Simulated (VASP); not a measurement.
Runs of VASP 6.6.1 on F2. The cell holds a molecule in a box, 2 atoms: a = 11.000 Å, b = 10.000 Å, c = 10.000 Å, α = 90.00°, β = 90.00°, γ = 90.00°. 

```csv
task,level,potentials or basis,cell,cutoff (eV),grid for exact exchange (PRECFOCK),exchange at q = 0,gap on the mesh (eV),largest force (eV/Å)
relaxation of the atoms,BLYP,"VASP PAW PBE potentials, release 64 (F_s)",atoms relaxed,400,-,-,(a),-
single point,LDA,"VASP PAW LDA potentials, release 64 (F)",as given,520,-,-,3.82,0.98
single point,TPSS+TS,"VASP PAW PBE potentials, release 64 (F)",as given,520,-,-,(b),2.43
single point,PBE0+D4,"VASP PAW PBE potentials, release 64 (F)",as given,520,Fast,default,8.25,0.61
```

Alike in all rows: no spin polarisation; k mesh 1 × 1 × 1; smearing gaussian 0.01 eV.

Fill in the values left out.

(a) 2.90; (b) 4.45.

Caveats: the PAW data sets were made with another functional, which shifts forces and pressure a little (some runs).

Runs at the PBE level aren't shown here.
